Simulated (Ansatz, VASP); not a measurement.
# Ti (Titanium) in two plane-wave programs, part 2 of 2

Wanted: the spread between two codes on one cell, functional and k mesh. The cell is taken from a series of runs on this material, whose earlier steps may have relaxed, scaled, displaced or heated it; both programs get it as it stands.

VASP 6.6.1 and Ansatz 0.2.0.

So far: Starting point; VASP: zone-centre phonons, LDA.

## (3) Ansatz: zone-centre phonons, LDA

Level of this step: Ansatz beside VASP: Kohn-Sham DFT, plane waves, LDA (Ansatz).

Ansatz runs on its PAW soft_1 files.

The same cell, functional (in two slightly different forms), mesh and smearing now go to Ansatz, which takes its cutoff from its data sets.

input.yaml reads:

```yaml
crystal:
  lattice:
    - [2.9208526689, 0.0, 0.0]
    - [-1.4604263344, 2.529532612, 0.0]
    - [0.0, 0.0, 4.4564870199]
  atoms:
    - { symbol: Ti, position: [0.3333333333, 0.6666666667, 0.25] }
    - { symbol: Ti, position: [0.6666666667, 0.3333333333, 0.75] }
kpoints:
  mp_grid: { grid: [18, 18, 12] }
hamiltonian:
  xc: lda
  pseudopotentials: { kind: paw, azcp: { folder: soft_1 }, xc_functional: pbe }
scf:
  occupations: { method: methfessel_paxton, width: 0.2 }
output:
  eigenvalues: true
phonons:
  method: dfpt
```

Started as:

```console
$ ansatz run input.yaml --threads 4 --pin off --max-ram 10240MiB --backend cpu --events-out ev --progress --plain --runs-dir out
```

Numbers of over 12 decimals in the logs are rounded to 6 here.

What it wrote:

```text
zone centre: on kpoints.mp_grid the ground state, and the responses unless they are solved on pairs of k-points, stand on 637 of the mesh's 3888 k-points, reduced under 4 symmetry operations, with k and −k counted as one. Each operation leaves every solved displacement unchanged or reverses it
Engine: ansatz 0.2.0, x86_64-unknown-linux-gnu
Pseudopotentials: kind: paw
Pseudopotential: Ti, paw, valence charge 12, recommended cutoff 420 eV (normal), soft_1/Ti.paw.azcp
Functional definition: SPW92
  exchange = slater_x
  correlation = pw_c
Crystal: 2 atoms, lattice volume = 32.926 Å³
Basis set: ecut = 420 eV, 627 PW (Γ), exchange–correlation on 40×40×60 points (8 copies of the dense FFT grid, shifted against one another)
Bands: 16, of which v1, the nominal top of the filled ones, is band 12 counted from 1 (11 counted from 0)
Symmetry: 24 space group operations
k-points: 637 of 3888 (irreducible under 4 space group operations, time reversal used)
Non-local potential: Ti, projectors of the file, l = 0: 3, l = 1: 2, l = 2: 3, l = 3: 1
PAW form: soft (Blöchl's): semilocal exchange-correlation on the pseudo side does not see the compensation charge
PAW frozen core: Ti, regenerated for the run's functional, and the local potential with it (the file was generated under x = pbe(κ = 0.804, μ = 0.219515), c = pbe(β = 0.066725))
PAW one-centre angular grid: Ti, 590 points (default); XC on 64 Gauss nodes
Initial density: superposition of atomic densities (chi_scale 0.1, normalization cell)
Initial wavefunctions: pseudopotential atomic-orbital guess
Functional: x = slater, c = lda
SCF iter   1: F=—  HF=-4901.020429 eV  |F-HF|=—  |Δ(HF+E_count)|=         —  Δρ=6.11e-2  dr2=1.23e0  ethr=3.10e-3  ⟨swp⟩=4.4  Hψ=89999  notcnv=0
automatic band count: the SCF goes on with 20 bands, as 16 were too few: they end inside the smearing window of the response
preconditioner: auto → none  [metal: Δε(μ)=0.004 eV  Ē_g=4.717 eV  σ=0.200 eV  W_gap=0.02  n_scr=8 (ndim 8)  ℏωp=18.3 eV  f_vac=0.000  D(μ)=1.60/eV (n_scr^D=22)  sad-step TF]
SCF iter   2: F=—  HF=-4900.736761 eV  |F-HF|=—  |Δ(HF+E_count)|=   2.84e-1  S|Δr|=    0.00e0  Δρ=3.44e-2  dr2=4.14e-1  ethr=3.10e-3  ⟨swp⟩=2.0  Hψ=21457  notcnv=0  defer=842
SCF iter   3: F=—  HF=-4900.599606 eV  |F-HF|=—  |Δ(HF+E_count)|=   1.37e-1  S|Δr|=    0.00e0  Δρ=1.22e-3  dr2=3.02e-4  ethr=1.72e-3  ⟨swp⟩=2.6  Hψ=21292  notcnv=0  defer=841
SCF iter   4: F=—  HF=-4900.599658 eV  |F-HF|=—  |Δ(HF+E_count)|=   5.19e-5  S|Δr|=    0.00e0  Δρ=1.03e-4  dr2=1.59e-6  ethr=1.26e-6  ⟨swp⟩=2.5  Hψ=22346  notcnv=0  defer=805
SCF iter   5: F=—  HF=-4900.599664 eV  |F-HF|=—  |Δ(HF+E_count)|=   5.81e-6  S|Δr|=    0.00e0  Δρ=5.02e-5  dr2=6.00e-7  ethr=6.64e-9  ⟨swp⟩=2.0  Hψ=20341  notcnv=0  defer=805
SCF iter   6: F=—  HF=-4900.599664 eV  |F-HF|=—  |Δ(HF+E_count)|=   1.96e-7  S|Δr|=    0.00e0  Δρ=7.84e-6  dr2=9.87e-9  ethr=2.50e-9  ⟨swp⟩=3.0  Hψ=20279  notcnv=0  defer=805
SCF iter   7: F=—  HF=-4900.599664 eV  |F-HF|=—  |Δ(HF+E_count)|=   4.65e-9  S|Δr|=    0.00e0  Δρ=8.58e-7  dr2=1.50e-10  ethr=4.11e-11  ⟨swp⟩=2.9  Hψ=20113  notcnv=0  defer=805
SCF iter   8: F=-4900.599664 eV  HF=-4900.599664 eV  |F-HF|=0.00e0  |Δ(HF+E_count)|=  8.09e-11  S|Δr|=    0.00e0  Δρ=3.38e-8  dr2=1.94e-13  ethr=1.00e-12  ⟨swp⟩=8.8  Hψ=50205  notcnv=0
SCF 1 converged in 8 iterations: F = -4900.599664 eV  dr2 = 1.94e-13
  greatest PAW one-centre occupation: 0.998 electrons in one spin orbital (limit 2), on the Ti atom at site 1 (counted from 0), in its partial waves of l = 0
DFPT response loops at Γ: preconditioner auto → Kerker (q_TF=auto, 2.588 Å⁻¹) (partly filled bands, converged f_vac=0.000); β = 1.00, the filter's whole step (`scf.mixing.beta` (0.50) is not read by the response loops under this deck's `scf.mixing.preconditioner`; to damp them name `kerker` or `kerker_dos`, under which they read `scf.mixing.beta`, and type it under 1.00, their step now; both keys bind the ground state too); Broyden in place of MSR1
SCF converged after 8 iterations
Stability not checked: this state was not tested for a lower state beside it, because cold or Methfessel-Paxton smearing, or corrected tetrahedra, fill the levels in a way that the test cannot read (fill_not_monotonic; see scf.lower_state_search)
Free energy (F): -4900.599664 eV
Harris-Foulkes:  -4900.599664 eV  (|F-HF|=0.00e0)
Internal energy: -4900.604113 eV  (E = F + TS)
E sigma→0 (E₀):  -4900.600776 eV
Entropy (-TS):   0.004449 eV (2.225 meV/atom)
Fermi energy:    13.848497 eV
--- Per-component energies (eV) ---
  E_band       = -297.631903
  E_kinetic    = 564.474671
  E_local      = -1697.448822  (includes V_loc(G=0)·N_el)
  E_nonlocal   = 129.978105
  E_hartree    = 673.395695
  E_xc         = -230.810112
  E_vxc        = -290.802985  (∫ρ·V_xc dr)
  E_paw        = -1988.179679  (= ΣΔE_a)
  E_vpaw       = -350.624117  (= ΣTr[D̂ρ^β])
  E_aug_tail   = -0.000164  (compensation charges beyond the density's cutoff)
  E_ewald      = -2352.665708
  E_core_change = 0.651901  (= ΣΔE_core)
  E_smearing   = 0.004449  (= −TS)
  E_closure    = 0.000000  (closes the sum)
  Σ components = -4900.599664   (vs F -4900.599664, Δ=0.00e0)
--- Band table (eV; the first three rows and the last of 637) ---
  k-point 0: bands = [... 8 lower, 7.6113, 11.0264, 14.5494, 14.5494, 14.9846, 15.1609, 15.1609, 15.2190, ... 4 higher]
  k-point 1: bands = [... 8 lower, 7.6765, 11.0139, 14.4963, 14.4963, 14.9462, 15.0790, 15.1152, 15.1152, ... 4 higher]
  k-point 2: bands = [... 8 lower, 7.8691, 10.9605, 14.3964, 14.3964, 14.7352, 14.8351, 14.9931, 14.9931, ... 4 higher]
  k-point 636: bands = [... 8 lower, 11.7485, 11.7485, 13.2575, 13.2575, 13.7258, 13.7258, 15.4312, 15.4312, ... 4 higher]
--- Phonons (Γ-DFPT): 2 representative perturbations + reference, on 637 of 3888 k-points (Σ response iterations 6) ---
  k mesh reduced under 4 symmetry operations, with k and −k counted as one. Each operation leaves every solved displacement unchanged or reverses it
  ASR residual: 1.142e-5 → 0.000e0 eV/Å²; symmetrization residual: 4.783e-10 eV/Å²
  ASR residual per site (eV/Å²): 1.14e-5 1.14e-5
  Γ frequencies (cm⁻¹): 0.00 0.00 0.00 120.70 120.70 220.70
  non-analytic LO–TO correction: not included (Born effective charges unavailable; polar crystals: no LO–TO splitting at Γ)
```

## (4) Differences

Known differences besides the potentials themselves: the cutoff is 420 eV in Ansatz and 500 eV in VASP; VASP's log shows a relativistic correction to its local exchange, Ansatz's none. Total energies have different zeros and are not compared.

The two programs side by side:

| quantity | Ansatz | VASP | difference |
| --- | --- | --- | --- |
| optical mode 1 to 2 (cm⁻¹) | 120.7 | 120.1 | +0.52 % |
| optical mode 3 (cm⁻¹) | 220.7 | 221.6 | -0.40 % |

Modes are paired by rising frequency, not by their patterns, so a pair may set unlike modes beside each other; they are those without the splitting of longitudinal modes.

## (5) Summary of results

- r.m.s. difference of the optical zone-centre modes, each program's sorted by frequency (zone-centre phonons, LDA): 0.72 cm⁻¹
- difference in optical mode 1 to 2 (zone-centre phonons, LDA): +0.5 %

The r.m.s. difference of the optical zone-centre modes, each program's sorted by frequency is 0.72 cm⁻¹ (zone-centre phonons, LDA). Among the rows given in per cent, the largest difference of the zone-centre phonons, LDA pair is in optical mode 1 to 2, +0.5 %. Such differences can come from data sets, numerical settings and the points named under the comparisons, not from the functional's error against experiment.

[Lines on the potential files, build, host, timing and source positions are cut from VASP's logs without a mark.]

[Logs are printed without paths, hosts, clocks, repeated set-up lines and the standing remarks that a program may print on its own settings, such as how far it seeks lower states.]

[Hosts, paths, dates, database ids (printed as entryN), source tags and the programs' standing remarks are cut or masked in the printed files.]
